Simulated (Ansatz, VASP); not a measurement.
## Pt (Pt(110)): VASP beside Ansatz

Wanted: the spread between two codes on one cell, functional and k mesh. Of the first pair: The cell is taken from a series of runs on this material, whose earlier steps may have relaxed, scaled, displaced or heated it; both programs get it as it stands.

Method: plane waves, with VASP 6.6.1 beside it; PBE, in Ansatz 0.2.0.

### Step 1. Starting point

The cell holds 11 atoms: 11 Pt. Cell: a = 3.920 Å, b = 2.772 Å, c = 27.859 Å, α = 90.0°, β = 90.0°, γ = 90.0°. Vacuum lies along c.

### Step 2. VASP: single point, PBE, pair 1

With cell and atoms fixed, the geometry can't cause a difference; cores, projectors, grids and the points listed under the comparison can.

Lines of VASP's logs that name or quote its potential files are left out, and so is its time.

INCAR reads:

```
SYSTEM = Pt
PREC = Accurate
ENCUT = 400
EDIFF = 1E-06
NELM = 120
ISMEAR = -1
SIGMA = 0.1
LREAL = .FALSE.
ALGO = Normal
GGA = PE
NBANDS = 68
LASPH = .TRUE.
LORBIT = 11
LWAVE = .FALSE.
LCHARG = .FALSE.
ISIF = 2
LDIPOL = .TRUE.
IDIPOL = 3
DIPOL = 0.5 0.5 0.503
LVHAR = .TRUE.
GGA_COMPAT = .FALSE.
NELMDL = -8
KPAR = 2
```

POSCAR reads:

```
Pt
1.0
    3.9200000000      0.0000000000      0.0000000000
    0.0000000000      2.7718585823      0.0000000000
    0.0000000000      0.0000000000     27.8592929113
Pt
11
Direct
    0.0000000000      0.0000000000      0.2512626585
    0.5000000000      0.5000000000      0.3010101268
    0.0000000000      0.0000000000      0.3507575951
    0.5000000000      0.5000000000      0.4005050634
    0.0000000000      0.0000000000      0.4502525317
    0.5000000000      0.5000000000      0.5021511037
    0.0000000000      0.0000000000      0.5532805507
    0.5000000000      0.5000000000      0.6045633763
    0.0000000000      0.0000000000      0.6553770057
    0.5000000000      0.5000000000      0.7098448220
    0.0000000000      0.0000000000      0.7545601898
```

KPOINTS reads:

```
Automatic mesh
0
Gamma
8 11 1
0 0 0
```

PAW data sets: Pt (PBE family, release 64).

Started as:

```
$ mpirun -np 2 vasp_std
```

Numbers of over 12 decimals in the logs are rounded to 6 here.

What it wrote:

```text
[banner, memory and clock lines left out]
running    2 mpi-ranks, on    1 nodes
 distrk:  each k-point on    1 cores,    2 groups
 distr:  one band on    1 cores,    1 groups

 POSCAR found type information on POSCAR Pt
 POSCAR found :  1 types and      11 ions
 LDA part: xc-table for (Slater+PW92), standard interpolation
 POSCAR, INCAR and KPOINTS ok, starting setup
 FFT: planning ... GRIDC
 FFT: planning ... GRID_SOFT
 FFT: planning ... GRID
 WAVECAR not read
 entering main loop
       N       E                     dE             d eps       ncg     rms          rms(c)
DAV:   1     0.643081190601E+03    0.64308E+03   -0.45938E+04  4096   0.119E+03
DAV:   2    -0.333166415548E+02   -0.67640E+03   -0.62866E+03  4696   0.279E+02
DAV:   3    -0.677262199240E+02   -0.34410E+02   -0.31466E+02  4876   0.560E+01
DAV:   4    -0.689385115917E+02   -0.12123E+01   -0.11804E+01  4900   0.102E+01
DAV:   5    -0.689726103106E+02   -0.34099E-01   -0.34060E-01  4864   0.178E+00
DAV:   6    -0.689740404584E+02   -0.14301E-02   -0.14300E-02  5260   0.341E-01
DAV:   7    -0.689740832628E+02   -0.42804E-04   -0.42802E-04  4904   0.582E-02
DAV:   8    -0.689740849418E+02   -0.16790E-05   -0.16792E-05  4460   0.109E-02    0.375E+01
DAV:   9    -0.768869713019E+02   -0.79129E+01   -0.30859E+01  4532   0.331E+01    0.409E+01
DAV:  10    -0.110282026436E+03   -0.33395E+02   -0.17969E+02  6048   0.746E+01    0.517E+01
DAV:  11    -0.105611676604E+03    0.46703E+01   -0.43101E+02  7136   0.785E+01    0.505E+01
DAV:  12    -0.879485729314E+02    0.17663E+02   -0.12906E+02  5156   0.469E+01    0.390E+01
DAV:  13    -0.777387721530E+02    0.10210E+02   -0.50128E+01  4568   0.471E+01    0.302E+01
DAV:  14    -0.716758072134E+02    0.60630E+01   -0.20330E+01  4376   0.268E+01    0.192E+01
[...]
DAV:  41    -0.647572053714E+02   -0.11265E-04   -0.44051E-05  4348   0.241E-02    0.407E-02
DAV:  42    -0.647572380465E+02   -0.32675E-04   -0.20432E-05  3612   0.167E-02    0.182E-02
DAV:  43    -0.647572703914E+02   -0.32345E-04   -0.58812E-06  2820   0.925E-03    0.991E-03
DAV:  44    -0.647572987428E+02   -0.28351E-04   -0.29396E-06  3016   0.742E-03    0.836E-03
DAV:  45    -0.647573042123E+02   -0.54695E-05   -0.44426E-07  2728   0.273E-03    0.802E-03
DAV:  46    -0.647573058576E+02   -0.16453E-05   -0.31525E-07  2504   0.191E-03    0.567E-03
DAV:  47    -0.647573078901E+02   -0.20325E-05   -0.13994E-07  2488   0.164E-03    0.543E-03
DAV:  48    -0.647573083202E+02   -0.43006E-06   -0.10303E-07  2496   0.112E-03
   1 F= -.64757308E+02 E0= -.64430977E+02  d E =-.652663E+00
```

From OUTCAR (step 2):

```text
ion  position               nearest neighbor table
   1  0.000  0.000  0.251-   3 2.77   2 2.77   2 2.77   2 2.77   2 2.77
   2  0.500  0.500  0.301-   4 2.77   3 2.77   1 2.77   1 2.77   3 2.77   1 2.77   3 2.77   1 2.77
                             3 2.77
   3  0.000  0.000  0.351-   1 2.77   5 2.77   4 2.77   2 2.77   2 2.77   4 2.77   2 2.77   4 2.77
                             2 2.77   4 2.77
   4  0.500  0.500  0.401-   2 2.77   3 2.77   3 2.77   3 2.77   3 2.77   5 2.77   5 2.77   5 2.77
                             5 2.77   6 2.83
   5  0.000  0.000  0.450-   3 2.77   4 2.77   4 2.77   4 2.77   4 2.77   6 2.80   6 2.80   6 2.80
                             6 2.80   7 2.87
   6  0.500  0.500  0.502-   7 2.79   7 2.79   7 2.79   7 2.79   5 2.80   5 2.80   5 2.80   5 2.80
                             4 2.83   8 2.85
   7  0.000  0.000  0.553-   6 2.79   6 2.79   6 2.79   6 2.79   8 2.79   8 2.79   8 2.79   8 2.79
                             9 2.84   5 2.87
   8  0.500  0.500  0.605-   9 2.79   9 2.79   9 2.79   9 2.79   7 2.79   7 2.79   7 2.79   7 2.79
                             6 2.85  10 2.93
   9  0.000  0.000  0.655-  11 2.76   8 2.79   8 2.79   8 2.79   8 2.79  10 2.84  10 2.84  10 2.84
                            10 2.84   7 2.84
  10  0.500  0.500  0.710-  11 2.70  11 2.70  11 2.70  11 2.70   9 2.84   9 2.84   9 2.84   9 2.84
                             8 2.93
  11  0.000  0.000  0.755-  10 2.70  10 2.70  10 2.70  10 2.70   9 2.76

  LATTYP: Found a simple orthorhombic cell.
 ALAT       =     2.7718585823
 B/A-ratio  =     1.4142135623
 C/A-ratio  =    10.0507627226

 Subroutine GETGRP returns: Found  4 space group operations
 (whereof  4 operations were pure point group operations)

The static configuration has the point symmetry C_2v.

 Found     30 irreducible k-points:

   k-points           NKPTS =     30   k-points in BZ     NKDIM =     30   number of bands    NBANDS=     68

   dimension x,y,z NGX =    28 NGY =   18 NGZ =  192
   dimension x,y,z NGXF=    56 NGYF=   36 NGZF=  384

   ENCUT  =  400.0 eV  29.40 Ry    5.42 a.u.   6.39  4.52 45.43*2*pi/ulx,y,z

   NELECT =     110.0000    total number of electrons

 k-points in reciprocal lattice and weights: Automatic mesh
   0.00000000  0.00000000  0.00000000       0.011
   0.12500000  0.00000000  0.00000000       0.023
   0.25000000  0.00000000  0.00000000       0.023
   0.37500000  0.00000000  0.00000000       0.023
   0.50000000  0.00000000  0.00000000       0.011
   0.00000000  0.09090909  0.00000000       0.023
   0.12500000  0.09090909  0.00000000       0.045
   0.25000000  0.09090909  0.00000000       0.045
   0.37500000  0.09090909  0.00000000       0.045
[...]
0.37500000  0.45454545  0.00000000       0.045
   0.50000000  0.45454545  0.00000000       0.023

 dipolmoment           0.000000      0.000000      0.001900 electrons x Angstroem

 average (electrostatic) potential at core
       1 -69.5697       2 -70.3657       3 -70.5286       4 -70.4335       5 -70.4171
       6 -70.3323       7 -70.3868       8 -70.3205       9 -70.3750      10 -70.3509
      11 -69.7170

 E-fermi :   3.7003

 k-point     1 :       0.0000    0.0000    0.0000
  band No.  band energies     occupation
    ...
     54       3.4239      1.88139
     55       3.4884      1.78548
     56       3.6506      1.24329
     57       3.7840      0.60431
     58       3.8016      0.53267
     59       4.0739      0.04657
     60       4.1619      0.01960
     61       4.2405      0.00897
     62       5.3238      0.00000
     63       6.3814      0.00000
    ...

 k-point     2 :       0.1250    0.0000    0.0000
  band No.  band energies     occupation
    ...
     53       3.3260      1.95370
     54       3.4739      1.81160
     55       3.5186      1.72044
     56       3.5409      1.66228
     57       3.6560      1.21808
     58       3.9041      0.23051
     59       3.9939      0.10082
     60       4.0405      0.06449
     61       4.2282      0.01015
     62       5.2782      0.00000
    ...

 k-point     3 :       0.2500    0.0000    0.0000
  band No.  band energies     occupation
    ...
     53       3.2142      1.98462
     54       3.4367      1.86626
     55       3.4739      1.81170
     56       3.5947      1.48386
     57       3.7207      0.89821
     58       3.8345      0.41432
     59       3.8666      0.31876
     60       3.8889      0.26346
     61       3.9740      0.12163
     62       4.1871      0.01526
    ...

  Total        1.7733614     -0.0194329      1.6239122      0.0000000      0.0000000      0.0000000
  in kB        9.3860015     -0.1028540      8.5950005      0.0000000      0.0000000      0.0000000
  external PRESSURE =       5.9593827 kB  Pullay stress =       0.0000000 kB

  energy-cutoff  :      400.00
  volume of cell :      302.71
      direct lattice vectors                 reciprocal lattice vectors
     3.920000000  0.000000000  0.000000000     0.255102041  0.000000000  0.000000000
     0.000000000  2.771858582  0.000000000     0.000000000  0.360768766  0.000000000
     0.000000000  0.000000000 27.859292911     0.000000000  0.000000000  0.035894665

 POSITION                                       TOTAL-FORCE (eV/Angst)
 -----------------------------------------------------------------------------------
      0.00000      0.00000      7.00000         0.000000      0.000000      0.414772
      1.96000      1.38593      8.38593         0.000000      0.000000     -1.099177
      0.00000      0.00000      9.77186         0.000000      0.000000     -0.064657
      1.96000      1.38593     11.15779         0.000000      0.000000      0.328448
      0.00000      0.00000     12.54372         0.000000      0.000000      0.445682
      1.96000      1.38593     13.98957         0.000000      0.000000      0.000005
      0.00000      0.00000     15.41400         0.000000      0.000000      0.005069
      1.96000      1.38593     16.84271         0.000000      0.000000     -0.001678
      0.00000      0.00000     18.25834         0.000000      0.000000      0.002942
      1.96000      1.38593     19.77577         0.000000      0.000000     -0.002993
      0.00000      0.00000     21.02151         0.000000      0.000000     -0.028412
 -----------------------------------------------------------------------------------
    total drift:                                0.000000      0.000000     -0.000250

  FREE ENERGIE OF THE ION-ELECTRON SYSTEM (eV)
  ---------------------------------------------------
  free  energy   TOTEN  =       -64.7573083202 eV

  energy  without entropy=      -64.1046456168  energy(sigma->0) =      -64.43097697

 vacuum level on the upper side and lower side of the slab         9.054         9.023

 total charge
# of ion       s       p       d       tot
------------------------------------------
    1        0.608   0.356   8.067   9.031
    2        0.633   0.573   8.002   9.209
    3        0.639   0.612   8.028   9.279
    4        0.637   0.604   8.045   9.286
    5        0.631   0.592   8.030   9.252
    6        0.623   0.576   8.031   9.230
    7        0.626   0.580   8.019   9.225
    8        0.624   0.570   8.028   9.222
    9        0.623   0.568   8.017   9.207
   10        0.636   0.562   7.995   9.193
   11        0.629   0.397   8.066   9.093
--------------------------------------------------
tot          6.909   5.990  88.328 101.227

[... 3 further parts left out ...]
```

### Step 3. Ansatz: single point, PBE, pair 1

Ansatz runs on its default PAW (the set named soft_2) files.

The same cell, functional, mesh and smearing now go to Ansatz, which takes its cutoff from its data sets.

input.yaml reads:

```yaml
crystal:
  lattice:
    - [3.92, 0.0, 0.0]
    - [0.0, 2.7718585823, 0.0]
    - [0.0, 0.0, 27.8592929113]
  atoms:
    - { symbol: Pt, position: [0.0, 0.0, 0.2512626585] }
    - { symbol: Pt, position: [0.5, 0.5, 0.3010101268] }
    - { symbol: Pt, position: [0.0, 0.0, 0.3507575951] }
    - { symbol: Pt, position: [0.5, 0.5, 0.4005050634] }
    - { symbol: Pt, position: [0.0, 0.0, 0.4502525317] }
    - { symbol: Pt, position: [0.5, 0.5, 0.5021511037] }
    - { symbol: Pt, position: [0.0, 0.0, 0.5532805507] }
    - { symbol: Pt, position: [0.5, 0.5, 0.6045633763] }
    - { symbol: Pt, position: [0.0, 0.0, 0.6553770057] }
    - { symbol: Pt, position: [0.5, 0.5, 0.709844822] }
    - { symbol: Pt, position: [0.0, 0.0, 0.7545601898] }
kpoints:
  mp_grid: { grid: [8, 11, 1] }
hamiltonian:
  xc: pbe
scf:
  occupations: { method: fermi_dirac, width: 0.1 }
efield:
  axis: 3
  dipole_correction: true
  ramp_width: 0.05
output:
  forces: true
  write_potential: true
  write_density: true
  volumetric_format: npy
```

Started as:

```
$ ansatz run input.yaml --threads 4 --pin off --max-ram 8192MiB --backend cpu --events-out ev --progress --plain --runs-dir out
```

What it wrote:

```text
Engine: ansatz 0.2.0, x86_64-unknown-linux-gnu
Pseudopotentials: kind: paw
Pseudopotential: Pt, paw, valence charge 18, recommended cutoff 420 eV (normal), Pt.paw.azcp
Functional definition: PBE
  parameter kappa = 0.804
  parameter beta = 0.066725
  exchange = pbe_x(kappa = kappa, mu = beta*pi^2/3)
  correlation = pbe_c(beta = beta)
Crystal: 11 atoms, lattice volume = 302.710 Å³
Basis set: ecut = 420 eV, 5917 PW (Γ), exchange–correlation on 54×40×384 points (8 copies of the dense FFT grid, shifted against one another)
Bands: 119, of which v1, the nominal top of the filled ones, is band 99 counted from 1 (98 counted from 0)
Symmetry: 4 space group operations
Space group: Pmm2 (ITA 25), of the structure as read, at distance tolerance 6.7e-5 Å
k-points: 30 of 88
Non-local potential: Pt, projectors of the file, l = 0: 3, l = 1: 2, l = 2: 2, l = 3: 1
PAW form: soft (Blöchl's): semilocal exchange-correlation on the pseudo side does not see the compensation charge
PAW one-centre angular grid: Pt, 590 points (default); XC on 64 Gauss nodes
Initial density: superposition of atomic densities (neutral atoms: chi_scale 0, normalization atom), corrected by the library's trained network
Initial wavefunctions: pseudopotential atomic-orbital guess
Functional: x = pbe(κ = 0.804, μ = 0.219515), c = pbe(β = 0.066725)
SCF iter   1: F=—  HF=-137750.977575 eV  |F-HF|=—  |Δ(HF+E_count)|=         —  Δρ=1.71e-2  dr2=1.78e1  ethr=1.77e-3  p=-0.005 e·Å  D=-2.82e-3 V/Å  ΔV_dip=0.08 eV  dr2_dipole=1.40e-2  V_vac-E_F(+/−)=4.92/4.85 eV  ⟨swp⟩=7.2  Hψ=14466  notcnv=0  defer=72
efield: sawtooth ramp at fractional position 0.9779 (placed from the atoms, in the widest stretch of the axis that holds none; the zero of the levels goes with the place), width 0.0500; the density the first Hamiltonian is built on has a dipole p = -0.005 e·Å; the dipole correction subtracts the counter field D = -2.82e-3 V/Å, which shifts the + side's vacuum level by +0.08 eV against the − side's; the planar-averaged density in the ramp window peaks in size at 4.0e-5 e/Å³
preconditioner: auto → LDOS  [metal: Δε(μ)=0.004 eV  Ē_g=7.564 eV  σ=0.100 eV  W_gap=0.01  n_scr=78 (ndim 8)  ℏωp=22.4 eV  f_vac=0.403  D(μ)=19.35/eV (n_scr^D=220)  β→1.0]
SCF iter   2: F=—  HF=-137750.814780 eV  |F-HF|=—  |Δ(HF+E_count)|=   1.63e-1  Δρ=4.45e-3  dr2=2.02e-1  ethr=1.77e-3  p=-0.004 e·Å  D=-2.16e-3 V/Å  ΔV_dip=0.06 eV  dr2_dipole=4.43e-3  V_vac-E_F(+/−)=5.37/5.31 eV  ⟨swp⟩=2.0  Hψ=4229  notcnv=0  defer=150
SCF iter   3: F=—  HF=-137750.818495 eV  |F-HF|=—  |Δ(HF+E_count)|=   3.72e-3  Δρ=2.31e-3  dr2=4.87e-2  ethr=1.02e-4  p=-0.003 e·Å  D=-1.62e-3 V/Å  ΔV_dip=0.05 eV  dr2_dipole=1.36e-4  V_vac-E_F(+/−)=5.30/5.25 eV  ⟨swp⟩=2.0  Hψ=4939  notcnv=0  defer=165
SCF iter   4: F=—  HF=-137750.812998 eV  |F-HF|=—  |Δ(HF+E_count)|=   5.50e-3  Δρ=7.62e-4  dr2=4.13e-3  ethr=2.46e-5  p=-0.002 e·Å  D=-1.46e-3 V/Å  ΔV_dip=0.04 eV  dr2_dipole=2.50e-4  V_vac-E_F(+/−)=5.36/5.32 eV  ⟨swp⟩=2.0  Hψ=5025  notcnv=0  defer=165
SCF iter   5: F=—  HF=-137750.812875 eV  |F-HF|=—  |Δ(HF+E_count)|=   1.22e-4  Δρ=3.02e-4  dr2=1.39e-3  ethr=2.08e-6  p=-0.002 e·Å  D=-1.25e-3 V/Å  ΔV_dip=0.03 eV  dr2_dipole=1.91e-5  V_vac-E_F(+/−)=5.35/5.31 eV  ⟨swp⟩=2.1  Hψ=5184  notcnv=0  defer=165
SCF iter   6: F=—  HF=-137750.812804 eV  |F-HF|=—  |Δ(HF+E_count)|=   7.14e-5  Δρ=1.35e-4  dr2=2.00e-4  ethr=7.00e-7  p=-0.002 e·Å  D=-1.14e-3 V/Å  ΔV_dip=0.03 eV  dr2_dipole=2.61e-6  V_vac-E_F(+/−)=5.35/5.32 eV  ⟨swp⟩=1.5  Hψ=3437  notcnv=0  defer=165
SCF iter   7: F=—  HF=-137750.812818 eV  |F-HF|=—  |Δ(HF+E_count)|=   1.43e-5  Δρ=4.68e-5  dr2=2.31e-5  ethr=1.01e-7  p=-0.002 e·Å  D=-1.10e-3 V/Å  ΔV_dip=0.03 eV  dr2_dipole=1.24e-6  V_vac-E_F(+/−)=5.35/5.32 eV  ⟨swp⟩=2.1  Hψ=4794  notcnv=0  defer=165
SCF iter   8: F=—  HF=-137750.813341 eV  |F-HF|=—  |Δ(HF+E_count)|=   5.23e-4  Δρ=2.11e-5  dr2=4.32e-6  ethr=1.17e-8  p=-0.002 e·Å  D=-1.10e-3 V/Å  ΔV_dip=0.03 eV  dr2_dipole=2.33e-7  V_vac-E_F(+/−)=5.35/5.32 eV  ⟨swp⟩=2.0  Hψ=4677  notcnv=0  defer=160
SCF iter   9: F=—  HF=-137750.813341 eV  |F-HF|=—  |Δ(HF+E_count)|=   9.53e-8  Δρ=9.29e-6  dr2=8.99e-7  ethr=2.18e-9  p=-0.002 e·Å  D=-1.10e-3 V/Å  ΔV_dip=0.03 eV  dr2_dipole=1.57e-9  V_vac-E_F(+/−)=5.35/5.32 eV  ⟨swp⟩=2.0  Hψ=4964  notcnv=0  defer=160
SCF iter  10: F=—  HF=-137750.813341 eV  |F-HF|=—  |Δ(HF+E_count)|=   5.08e-8  Δρ=3.98e-6  dr2=1.19e-7  ethr=4.54e-10  p=-0.002 e·Å  D=-1.10e-3 V/Å  ΔV_dip=0.03 eV  dr2_dipole=3.69e-9  V_vac-E_F(+/−)=5.35/5.32 eV  ⟨swp⟩=2.0  Hψ=4718  notcnv=0  defer=160
SCF iter  11: F=-137750.813341 eV  HF=-137750.813341 eV  |F-HF|=1.15e-8  |Δ(HF+E_count)|=   3.33e-8  Δρ=1.18e-6  dr2=1.38e-8  ethr=5.05e-11  p=-0.002 e·Å  D=-1.10e-3 V/Å  ΔV_dip=0.03 eV  dr2_dipole=5.69e-11  V_vac-E_F(+/−)=5.35/5.32 eV  ⟨swp⟩=19.1  Hψ=29130  notcnv=0
SCF 1 converged in 11 iterations: F = -137750.813341 eV  dr2 = 1.38e-8
  greatest PAW one-centre occupation: 1.000 electrons in one spin orbital (limit 2), on the Pt atom at site 2 (counted from 0), in its partial waves of l = 0
WARN: The output density's exchange-correlation potential varies sharply where the density is thin. Do not read a vacuum level from v_tot or v_xc, or from such a field of the output density. On a cell that repeats whose density bears no net charge and no dipole along the vacuum's axis use v_es (v_loc + v_h of the components); under efield.dipole_correction with no amplitude use v_es + v_field, which holds any externa [...]
SCF converged after 11 iterations
Free energy (F): -137750.813341 eV
Harris-Foulkes:  -137750.813341 eV  (|F-HF|=1.15e-8)
Internal energy: -137750.163664 eV  (E = F + TS)
E sigma→0 (E₀):  -137750.488503 eV
Entropy (-TS):   -0.649677 eV (-59.062 meV/atom)
Fermi energy:    10.358173 eV
Dipole field:    D = -0.001091 V/Å  (p = -0.001825 e·Å, saw-weighted, corrected)
Work function:   Φ+ = 5.3528 eV   Φ− = 5.3224 eV
Levels:          The Fermi level and band energies are counted from a zero that moves with the ramp; work functions are not
--- Per-component energies (eV) ---
  E_band       = -3941.877055
  E_kinetic    = 7009.504924
  E_local      = -314002.784573  (includes V_loc(G=0)·N_el)
  E_nonlocal   = 2200.639966
  E_hartree    = 153675.149258
  E_xc         = -2875.488089
  E_vxc        = -3325.449208  (∫ρ·V_xc dr)
  E_paw        = -103994.505083  (= ΣΔE_a)
  E_vpaw       = -3174.070377  (= ΣTr[D̂ρ^β])
  E_aug_tail   = 0.002224  (compensation charges beyond the density's cutoff)
  E_efield     = 0.000001  (sawtooth field / dipole correction)
  E_vefield    = 0.000844  (∫n·V_field dr)
  E_ewald      = 120237.317708
  E_smearing   = -0.649677  (= −TS)
  E_closure    = -0.000000  (closes the sum)
  Σ components = -137750.813341   (vs F -137750.813341, Δ=0.00e0)
--- Forces (eV/Å), atoms counted from 1 ---
  atom   1  Pt     0.00000000     0.00000000     0.39259413
  atom   2  Pt     0.00000000     0.00000000    -1.11344911
  atom   3  Pt     0.00000000     0.00000000    -0.06000202
  atom   4  Pt     0.00000000     0.00000000     0.32962732
  atom   5  Pt     0.00000000     0.00000000     0.45117150
  atom   6  Pt     0.00000000     0.00000000    -0.00049385
  atom   7  Pt     0.00000000     0.00000000     0.00308539
  atom   8  Pt     0.00000000     0.00000000     0.00007183
  atom   9  Pt     0.00000000     0.00000000    -0.00192311
  atom  10  Pt     0.00000000     0.00000000    -0.00057924
  atom  11  Pt     0.00000000     0.00000000    -0.00008949
  max |Σ_I F_I| component: 1.34e-5 eV/Å
--- Band table (eV; the first three rows and the last of 30) ---
  k-point 0: bands = [... 95 lower, 9.6573, 10.0581, 10.0801, 10.1420, 10.3081, 10.4407, 10.4636, 10.7373, ... 16 higher]
  k-point 1: bands = [... 95 lower, 9.7365, 9.8929, 10.0243, 10.1051, 10.2376, 10.2518, 10.3775, 10.6953, ... 16 higher]
  k-point 2: bands = [... 95 lower, 9.6768, 9.7451, 9.9209, 9.9393, 10.3335, 10.3746, 10.6787, 10.7233, ... 16 higher]
  k-point 29: bands = [... 95 lower, 10.3815, 10.4226, 10.5791, 10.6395, 10.9586, 11.1042, 12.2401, 12.4279, ... 16 higher]
```

The column dr2 measures how far the density is from self-consistency, as an energy; F and HF (Harris–Foulkes) agree once it is small.

[end of part 1 of 2]

[Lines on the potential files, build, host, timing and source positions are cut from VASP's logs without a mark.]

[Logs are printed without paths, hosts, clocks, repeated set-up lines and the standing remarks that a program may print on its own settings, such as how far it seeks lower states.]

[Hosts, paths, dates, database ids (printed as entryN), source tags and the programs' standing remarks are cut or masked in the printed files.]
